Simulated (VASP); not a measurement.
# SiH10C2 in VASP: a series of runs, part 2 of 2

VASP 6.6.1. The steps go on from the part before.

## (4) Single point, r2SCAN+D3(BJ)

POSCAR

```
SiH10C2
1.0
    8.4679300000      0.0000000000      0.0000000000
    0.0000000000      8.4679300000      0.0000000000
    0.0000000000      0.0000000000      8.4679300000
C H Si
6 30 3
Direct
    0.1639007408      0.1995410921      0.6499108991
    0.1968721990      0.3260891387      0.5298815649
    0.1160259945      0.6706597716      1.0688090242
    0.1108063009      0.6435338979      0.8984604266
    0.6497691880      0.8840649368      0.7693733888
    0.6804142217      0.8459682591      0.5958953369
    0.2425386133      0.2047607857      0.7572688957
    0.0354277846      0.2141491486      0.7059930821
    0.1972028583      0.0880734725      0.5955882961
    0.1509223624      0.2857723198      0.4162410412
    0.1419473236      0.4345808244      0.5606092634
    0.3254868663      0.3488573949      0.5102663815
    0.0833615772      0.7867802403      1.1166837704
    0.0494926151      0.5781932538      1.1255052888
    0.2373189197      0.6581419544      1.1124560548
    0.1581850582      0.5248272010      0.8736964051
   -0.0089986573      0.6480332265      0.8444448643
    0.1827837500      0.7202822886      0.8339936679
    0.6572562598      1.0131637838      0.7920235524
    0.5295390963      0.8448699977      0.8163742497
    0.7408776407      0.8348675532      0.8517547972
    0.6982225880      0.7239549689      0.5709305580
    0.5879004668      0.8916582919      0.5175645051
    0.7902049261      0.9094548491      0.5524372544
    0.3979012580      0.3586000357      0.2411215019
    0.3165118276      0.0821452232      0.1999426070
    0.2010762961      0.2575009477      0.0465402997
    0.4538889670      0.2062723712     -0.0160133586
    1.0112979205     -0.0003424686      0.0830427271
    0.9585223307      0.2518561207      0.2596148055
    0.8213223303      0.1933884668      0.0102976761
    0.7916810838      0.0416985025      0.2344965062
    0.7750772621      0.5639867122      0.8358359127
    0.5133131710      0.5778507853      0.9425798277
    0.7014110887      0.3939215369      1.0664825996
    0.7406532647      0.6717816515      1.0991352078
    0.3509240157      0.2336462394      0.1238555349
    0.9041879184      0.1268905152      0.1433290072
    0.6904048569      0.5465208144      0.9842074746
```

INCAR.step1

```
SYSTEM = SiH10C2
ALGO = Normal
EDIFF = 1E-4
ENCUT = 520
GGA = PE
ISMEAR = -1
LASPH = .TRUE.
LCHARG = .FALSE.
LREAL = Auto
LWAVE = .TRUE.
NBANDS = 58
NELM = 100
PREC = Accurate
SIGMA = 0.05
```

INCAR.step2

```
SYSTEM = SiH10C2
ALGO = Normal
EDIFF = 1E-6
ENCUT = 520
ISIF = 2
ISMEAR = -1
ISTART = 1
IVDW = 12
LASPH = .TRUE.
LCHARG = .FALSE.
LMIXTAU = .TRUE.
LREAL = Auto
LWAVE = .FALSE.
METAGGA = R2SCAN
NBANDS = 58
NELM = 100
PREC = Accurate
SIGMA = 0.05
VDW_A1 = 0.49484001
VDW_A2 = 5.73083694
VDW_S6 = 1.0
VDW_S8 = 0.78981345
```

KPOINTS

```
k-points
0
G
  1 1 1
  0 0 0
```

Potentials or basis: VASP PAW PBE potentials, release 64 (C, H, Si).

Launch:

```sh
$ cat potpaw_PBE.64/C/POTCAR potpaw_PBE.64/H/POTCAR potpaw_PBE.64/Si/POTCAR > POTCAR
$ cp INCAR.step1 INCAR
$ mpirun -np 1 vasp_gam > vasp.out
$ cp INCAR.step2 INCAR
$ mpirun -np 1 vasp_gam > vasp.out
```

OUTCAR:

```text
SYSTEM = SiH10C2
   EDIFF = 1E-6
   ENCUT = 520
   ISIF = 2
   ISMEAR = -1
   ISTART = 1
   IVDW = 12
   LASPH = .TRUE.
   LREAL = Auto
   METAGGA = R2SCAN
   NELM = 100
   PREC = Accurate
 IVDW          = 12

 ion  position               nearest neighbor table
   1  0.164  0.200  0.650-   9 1.09   7 1.13   8 1.19   2 1.50
   2  0.197  0.326  0.530-  11 1.06  10 1.09  12 1.12   1 1.50
   3  0.116  0.671  0.069-  14 1.08  15 1.10  13 1.10   4 1.46
   4  0.111  0.644  0.898-  18 1.04  16 1.10  17 1.11   3 1.46
   5  0.650  0.884  0.769-  19 1.11  21 1.12  20 1.14   6 1.53
   6  0.680  0.846  0.596-  22 1.07  23 1.10  24 1.14   5 1.53
[... 334 lines left out ...]
  Total      -3.47441     3.16216    -0.45709     0.22487    -4.43588    -0.51147
  in kB      -9.16770     8.34378    -1.20608     0.59336   -11.70466    -1.34957
  external pressure =       -0.68 kB  Pullay stress =        0.00 kB

 VOLUME and BASIS-vectors are now :
 -----------------------------------------------------------------------------
  energy-cutoff  :      520.00
  volume of cell :      607.20
      direct lattice vectors                 reciprocal lattice vectors
     8.467930000  0.000000000  0.000000000     0.118092615  0.000000000  0.000000000
     0.000000000  8.467930000  0.000000000     0.000000000  0.118092615  0.000000000
     0.000000000  0.000000000  8.467930000     0.000000000  0.000000000  0.118092615

 POSITION                                       TOTAL-FORCE (eV/Angst)
 -----------------------------------------------------------------------------------
      1.38790      1.68970      5.50340        -0.646978      0.294137      2.368693
      1.66710      2.76130      4.48700         1.089931     -0.278510     -0.612766
      0.98250      5.67910      0.58267         0.743272      0.324116      1.826415
      0.93830      5.44940      7.60810        -1.115760     -1.232173     -1.383505
      5.50220      7.48620      6.51500        -0.470753      0.256709      1.155823
      5.76170      7.16360      5.04600         0.885008      1.783198     -0.339281
[... 31 lines left out ...]
      7.65660      1.07450      1.21370         0.632754     -0.138668      0.353322
      5.84630      4.62790      8.33420        -1.853056      0.880666      0.483285
 -----------------------------------------------------------------------------------
    total drift:                               -0.006846      0.003420      0.005960

  FREE ENERGIE OF THE ION-ELECTRON SYSTEM (eV)
  ---------------------------------------------------
  free  energy   TOTEN  =      -193.6789998923 eV

  energy  without entropy=     -193.6789998922  energy(sigma->0) =     -193.67899989
```

OUTCAR.step1:

```text
SYSTEM = SiH10C2
   EDIFF = 1E-4
   ENCUT = 520
   GGA = PE
   ISMEAR = -1
   LASPH = .TRUE.
   LREAL = Auto
   NELM = 100
[... 359 lines left out ...]
      5.76170      7.16360      5.04600         0.833071      1.789079     -0.199407
[... 31 lines left out ...]
      7.65660      1.07450      1.21370         0.726163     -0.077137      0.358479
      5.84630      4.62790      8.33420        -1.831828      0.850824      0.472388
 -----------------------------------------------------------------------------------
    total drift:                               -0.006559      0.001847      0.005377

  FREE ENERGIE OF THE ION-ELECTRON SYSTEM (eV)
  ---------------------------------------------------
  free  energy   TOTEN  =      -176.8236485424 eV

  energy  without entropy=     -176.8236485423  energy(sigma->0) =     -176.82364854
```

OSZICAR.step1:

```text
N       E                     dE             d eps       ncg     rms          rms(c)
DAV:   1     0.338008137416E+03    0.33801E+03   -0.26829E+04   116   0.917E+02
DAV:   2    -0.137187693448E+03   -0.47520E+03   -0.45511E+03   158   0.191E+02
DAV:   3    -0.193978000799E+03   -0.56790E+02   -0.56508E+02   144   0.714E+01
DAV:   4    -0.195881697232E+03   -0.19037E+01   -0.18999E+01   152   0.152E+01
DAV:   5    -0.195938716211E+03   -0.57019E-01   -0.57002E-01   152   0.250E+00    0.231E+01
DAV:   6    -0.180448363615E+03    0.15490E+02   -0.23277E+01   126   0.138E+01    0.123E+01
DAV:   7    -0.177254938117E+03    0.31934E+01   -0.87426E+00   144   0.888E+00    0.526E+00
DAV:   8    -0.176816791800E+03    0.43815E+00   -0.94340E-01   152   0.332E+00    0.794E-01
DAV:   9    -0.176807410696E+03    0.93811E-02   -0.11795E-01   144   0.120E+00    0.508E-01
DAV:  10    -0.176819394342E+03   -0.11984E-01   -0.36298E-02   136   0.638E-01    0.295E-01
DAV:  11    -0.176822781673E+03   -0.33873E-02   -0.11044E-02   120   0.389E-01    0.116E-01
DAV:  12    -0.176823479364E+03   -0.69769E-03   -0.15334E-03   128   0.159E-01    0.604E-02
DAV:  13    -0.176823678049E+03   -0.19869E-03   -0.39935E-04   112   0.113E-01    0.234E-02
DAV:  14    -0.176823648542E+03    0.29506E-04   -0.15079E-04   112   0.544E-02
   1 F= -.17682365E+03 E0= -.17682365E+03  d E =-.356300E-10
```

It took 4.5 min on 1 thread of Intel Xeon Platinum 8559C (Emerald Rapids), shared host; peak memory 0.6 GiB.

Results:

```
Free energy                : -193.6790 eV
Pressure                   : -0.1 GPa
Largest force              : 2.642 eV/Å
Band gap on the k mesh     : 6.93 eV, direct
Dispersion energy per atom : -0.016 eV
```

Forces in eV/Å, atoms in the order of the input:
```
C   -0.647  0.294  2.369
C    1.090 -0.279 -0.613
C    0.743  0.324  1.826
C   -1.116 -1.232 -1.384
C   -0.471  0.257  1.156
C    0.885  1.783 -0.339
H   -0.474  0.303 -0.815
H    2.067 -0.872 -1.396
H   -0.831 -0.523  0.219
H   -0.099  0.290 -0.036
H   -0.375  0.997  0.111
H   -0.725 -0.203  0.310
H   -0.430 -0.296 -0.487
H   -0.387 -0.129  0.631
H    0.102 -0.207 -0.061
H   -0.210  0.103 -0.036
H    0.663  0.074  0.413
H    0.995  1.273 -0.918
H   -0.192 -0.460 -0.265
H    1.248  0.289 -0.671
H   -0.516  0.132 -0.695
H   -0.026 -0.952 -0.032
H   -0.110 -0.182  0.238
H   -0.806 -0.606  0.547
H   -0.036 -0.319 -0.557
H    0.331 -0.293  0.426
H   -0.712  0.738 -0.188
H    0.322  0.146  0.384
H    0.170  0.660  0.251
H    0.198 -0.415 -0.704
H   -0.085  0.311 -0.568
H   -0.985 -0.652  0.628
H    0.271 -0.365 -0.242
H    1.125 -0.321  0.361
H    0.071  0.018 -0.179
H   -0.035 -0.216 -0.300
Si   0.207 -0.211 -0.220
Si   0.633 -0.139  0.353
Si  -1.853  0.881  0.483
```

Levels at points of the mesh, in eV from the valence-band top:
```
           k point  band 29  band 30  band 31  band 32  band 33  band 34  band 35  band 36  band 37  band 38
(0.00, 0.00, 0.00)    -0.29    -0.21    -0.13    -0.03     0.00     6.93     7.13     7.51     7.58     7.88
```

Caveat: the PAW data sets were made with another functional, which shifts forces and pressure a little. r2SCAN opens gaps a little over a GGA but as a rule still falls short of measured ones.
